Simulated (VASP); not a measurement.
Level of theory: r2SCAN meta-GGA, VASP's PBE PAW potentials (set 64) (plane waves; VASP).

A VASP calculation is set up with these files.

**POSCAR**
```
BN
6.7168030
  0.1862569592  -0.3226065743   0.0000000000
  0.1862569592   0.3226065743   0.0000000000
  0.0000000000   0.0000000000   1.0000000335
B N
2 2
Cart
  0.1862569592   0.1075357398   0.2500000084
  0.1862569592  -0.1075357398   0.7500000251
  0.1862569592  -0.1075357398   0.2500000084
  0.1862569592   0.1075357398   0.7500000251
```

**KPOINTS**
```
Automatic mesh
0
Gamma
11 11 4
0 0 0
```

**INCAR**
```
SYSTEM  =  BN
PREC  =  Accurate; ENCUT  =  520; LREAL  =  .FALSE.
LASPH  =  .TRUE.
EDIFF  =  1E-7; NELM  =  100; ALGO  =  Normal
LMIXTAU  =  .TRUE.
ISMEAR  =  -5
METAGGA  =  R2SCAN
ISIF  =  2
LWAVE  =  .FALSE.; LCHARG  =  .FALSE.; LORBIT  =  11
NEDOS  =  601
```

**KPOINTS_OPT**
```
k-points along high-symmetry lines
6
Line-mode
Reciprocal
  0.000000   0.000000   0.000000 ! GAMMA
 -0.000000   0.500000   0.000000 ! M

 -0.000000   0.500000   0.000000 ! M
 -0.333333   0.666667   0.000000 ! K

 -0.333333   0.666667   0.000000 ! K
  0.000000   0.000000   0.000000 ! GAMMA

  0.000000   0.000000   0.000000 ! GAMMA
  0.000000   0.000000   0.500000 ! A

  0.000000   0.000000   0.500000 ! A
 -0.000000   0.500000   0.500000 ! L

 -0.000000   0.500000   0.500000 ! L
 -0.333333   0.666667   0.500000 ! H

 -0.333333   0.666667   0.500000 ! H
  0.000000   0.000000   0.500000 ! A

 -0.000000   0.500000   0.500000 ! L
 -0.000000   0.500000   0.000000 ! M

 -0.333333   0.666667   0.500000 ! H
 -0.333333   0.666667   0.000000 ! K
```

POTCAR, in this order: B N (PBE.64 set). Program: vasp_std.

What VASP printed:

File OSZICAR:
```
       N       E                     dE             d eps       ncg     rms          rms(c)
DAV:   1     0.546973912790E+02    0.54697E+02   -0.84836E+03  1152   0.126E+03
DAV:   2    -0.425740641864E+02   -0.97271E+02   -0.89512E+02  1696   0.266E+02
DAV:   3    -0.466523549980E+02   -0.40783E+01   -0.40538E+01  1476   0.570E+01
DAV:   4    -0.466942714580E+02   -0.41916E-01   -0.41895E-01  1404   0.628E+00
DAV:   5    -0.466948555917E+02   -0.58413E-03   -0.58404E-03  1480   0.720E-01    0.110E+01
DAV:   6    -0.404537572172E+02    0.62411E+01   -0.64092E+00  1340   0.209E+01    0.576E+00
DAV:   7    -0.380877283640E+02    0.23660E+01   -0.59660E-01  1440   0.851E+00    0.293E+00
DAV:   8    -0.403297964483E+02   -0.22421E+01   -0.17432E+00  1216   0.114E+01    0.194E+00
DAV:   9    -0.388440866762E+02    0.14857E+01   -0.54623E-01  1152   0.834E+00    0.269E-01
DAV:  10    -0.385899080528E+02    0.25418E+00   -0.84600E-02  1208   0.325E+00    0.167E-01
DAV:  11    -0.385225347377E+02    0.67373E-01   -0.22148E-02  1200   0.177E+00    0.156E-01
DAV:  12    -0.385207703388E+02    0.17644E-02   -0.21428E-02  1156   0.175E+00    0.129E-01
DAV:  13    -0.385619426255E+02   -0.41172E-01   -0.11879E-02  1324   0.124E+00    0.854E-02
DAV:  14    -0.385939507705E+02   -0.32008E-01   -0.45919E-03  1156   0.882E-01    0.207E-02
DAV:  15    -0.385945432474E+02   -0.59248E-03   -0.41811E-04  1380   0.293E-01    0.438E-03
DAV:  16    -0.385945984012E+02   -0.55154E-04   -0.97708E-06  1416   0.399E-02    0.305E-03
DAV:  17    -0.385946043668E+02   -0.59656E-05   -0.49453E-06  1328   0.254E-02    0.375E-03
DAV:  18    -0.385946162976E+02   -0.11931E-04   -0.28861E-06  1296   0.197E-02    0.625E-04
DAV:  19    -0.385946150091E+02    0.12885E-05   -0.75073E-08  1040   0.371E-03    0.370E-04
DAV:  20    -0.385946162505E+02   -0.12414E-05   -0.47859E-08   912   0.285E-03    0.230E-04
DAV:  21    -0.385946157220E+02    0.52845E-06   -0.36734E-08   884   0.251E-03    0.126E-04
DAV:  22    -0.385946161862E+02   -0.46419E-06   -0.32891E-09   756   0.631E-04    0.103E-04
DAV:  23    -0.385946161974E+02   -0.11221E-07   -0.51867E-10   740   0.240E-04
   1 F= -.38594616E+02 E0= -.38594616E+02  d E =0.000000E+00
       N       E                     dE             ncg
       N       E                     dE             ncg
```

OUTCAR:
```
------------------------ aborting loop because EDIFF is reached ----------------------------------------
  FORCE on cell =-STRESS in cart. coord.  units (eV):
  Direction    XX          YY          ZZ          XY          YZ          ZX
  --------------------------------------------------------------------------------------
  Total        0.0475830      0.0475830      0.0732566     -0.0000000      0.0000000      0.0000000
  in kB        2.0934298      2.0934305      3.2229499     -0.0000000      0.0000000      0.0000000
  external PRESSURE =       2.4699367 kB  Pullay stress =       0.0000000 kB
  volume of cell :       36.42
      direct lattice vectors                 reciprocal lattice vectors
     1.251051302 -2.166884806  0.000000000     0.399663866 -0.230745999  0.000000000
     1.251051302  2.166884806  0.000000000     0.399663866  0.230745999  0.000000000
     0.000000000  0.000000000  6.716803225     0.000000000  0.000000000  0.148880348
  FREE ENERGIE OF THE ION-ELECTRON SYSTEM (eV)
  ---------------------------------------------------
  free  energy   TOTEN  =       -38.5946161974 eV

  energy  without entropy=      -38.5946161974  energy(sigma->0) =      -38.59461620

 total charge

# of ion       s       p       d       tot
------------------------------------------
    1        0.746   1.404   0.000   2.150
    2        0.746   1.404   0.000   2.150
    3        1.238   2.825   0.000   4.063
    4        1.238   2.825   0.000   4.063
--------------------------------------------------
tot          3.967   8.459   0.000  12.427
```
(Selected blocks of OUTCAR.)

The compound is BN in the hex structure. It was relaxed first.
